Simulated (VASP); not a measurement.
All values below come from PBEsol GGA, VASP's PBE PAW potentials (set 64) (plane waves; VASP 6.6.1).

VASP ran on this input.

File KPOINTS:
```
Automatic mesh
0
Gamma
13 13 13
0 0 0
```

**INCAR**
```
GGA  =  PS   ! PBEsol
LMAXMIX  =  4
PSTRESS  =  100   ! kbar
SYSTEM  =  FeAl
PREC  =  Accurate
SIGMA  =  0.1
EDIFFG  =  -0.02   ! ionic stop
ISMEAR  =  1
LWAVE  =  .False.
ISIF  =  3   ! ions, shape and volume
NSW  =  40
LASPH  =  .True.   ! aspherical one-centre terms
ALGO  =  Normal   ! blocked Davidson
IBRION  =  2   ! conjugate gradients
LREAL  =  .False.
LCHARG  =  .False.
NELM  =  100   ! most electronic steps
ENCUT  =  500   ! plane-wave cut-off (eV)
EDIFF  =  1E-6   ! SCF stop (eV)
```

File POSCAR:
```
FeAl
1
    2.8181800527     0.0000000000     0.0000000000
    0.0000000000     2.8181800527     0.0000000000
    0.0000000000     0.0000000000     2.8181800527
Al Fe
1 1
Direct
  0.5000000000   0.5000000000   0.5000000000
  0.0000000000   0.0000000000   0.0000000000
```

POTCAR, in this order: Al Fe (PBE.64 set). Program: vasp_std.

Energy and stress use the plane-wave basis of the starting cell.

Q: Estimate the energy per atom (σ→0), volume per atom, band gap (on the k-mesh).

A: 
```json
{
  "energy per atom (σ→0)": "-6.834 eV/atom",
  "band gap (on the k-mesh)": "none (metal, semimetal or under 0.01 eV)",
  "volume_per_atom": "10.95 Å³/atom"
}
```

### OSZICAR
```
...
DAV:   1    -0.137767346281E+02   -0.16036E+00   -0.20340E+00  1576   0.285E+01    0.305E+00
DAV:   2    -0.138642724926E+02   -0.87538E-01   -0.38821E+00  1777   0.316E+01    0.362E+00
DAV:   3    -0.136707523100E+02    0.19352E+00   -0.13244E+00  1731   0.191E+01    0.397E-01
DAV:   4    -0.136690617711E+02    0.16905E-02   -0.44635E-03  1563   0.648E-01    0.170E-01
DAV:   5    -0.136687884079E+02    0.27336E-03   -0.91167E-04  2169   0.366E-01    0.296E-02
DAV:   6    -0.136687962077E+02   -0.77998E-05   -0.14371E-05  1627   0.429E-02    0.109E-02
DAV:   7    -0.136687955328E+02    0.67484E-06   -0.28162E-06   863   0.256E-02
   3 F= -.12302419E+02 E0= -.12302252E+02  d E =-.787036E-02
```

The compound is FeAl in the CsCl type structure. This run relaxes it under an external pressure of 10 GPa. Symmetry was kept, so distortions that lower it aren't found. The run is not spin-polarised, so no magnetic state was tried. The electron count is odd and the run is not spin-polarised, which forces a metal.
